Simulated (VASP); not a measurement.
Here is the system:

```xyz
2
Lattice="3.6842 0.0000 0.0000 -1.8421 3.1906 0.0000 0.0000 0.0000 5.6194" Properties=species:S:1:pos:R:3 pbc="T T T"
Tb     0.0000     2.1271     1.4048
Tb     1.8421     1.0635     4.2145
```

Method: PBEsol GGA, VASP's PBE PAW potentials (set 64) (plane waves; VASP). Settings: 300 eV cut-off, 10×10×6 Γ-centred mesh, Gaussian smearing of 0.20 eV, potentials Tb.

At this cut-off the stress carries a Pulay error, which pulls relaxed volumes low. The run has a spin-polarised start.

Give the stress tensor in GPa (positive for a compressed cell).

```
-3.58   0.00   0.00
 0.00  -3.58   0.00
 0.00   0.00  -1.39
```
The pressure is its mean diagonal, -2.85 GPa.

The structure comes from a computed database's Tb entry; how it stands against other phases isn't given here. The cell was not relaxed at this level.
